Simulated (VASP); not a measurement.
VASP runs on Sc (hcp) share one base input (PBE GGA, plane waves, VASP's PBE PAW potentials (set 64)) and change the settings named in each case.

### INCAR
```
ALGO  =  Normal
EDIFF  =  1E-6
ENCUT  =  400
GGA  =  PE
ISIF  =  2
ISMEAR  =  1
LASPH  =  .True.
LCHARG  =  .False.
LMAXMIX  =  4
LREAL  =  .False.
LWAVE  =  .False.
NELM  =  100
PREC  =  Accurate
SIGMA  =  0.1
SYSTEM  =  Sc
```

**POSCAR**
```
Sc
1
    1.6550000000    -2.8665440000     0.0000000000
    1.6550000000     2.8665440000     0.0000000000
    0.0000000000     0.0000000000     5.2700000000
Sc
2
Direct
  0.3333330000   0.6666670000   0.2500000000
  0.6666670000   0.3333330000   0.7500000000
```

**KPOINTS**
```
Regular mesh
0
gamma
11 11 6
0 0 0
```

POTCAR, in this order: Sc_sv (PBE.64 set). Program: vasp_std.

```
change                               E(σ→0) (eV/atom)  pressure (GPa)
-----------------------------------  ----------------  --------------
base run                                      -6.2460           -0.84
ENCUT = 520, POTCAR Sc (PBE.64 set)           -6.1954             ___
ENCUT = 520                                   -6.2465           -0.77
ENCUT = 800                                   -6.2467           -0.73
```

**Question.** Fill in the missing entries.

**Answer.** 
- ENCUT = 520, POTCAR Sc (PBE.64 set), pressure (GPa): -1.75

Energies of different potentials or functionals have different zeros.

Left out are runs that ran out of time, are held back, or changed the cell or the kind of run, fixed moments of cells without a moment, rows past the twelfth, gaps on odd meshes, pressures of charged cells and columns that move by less than the noise.

The compound is Sc in the hcp structure. The cell was not relaxed at this level.
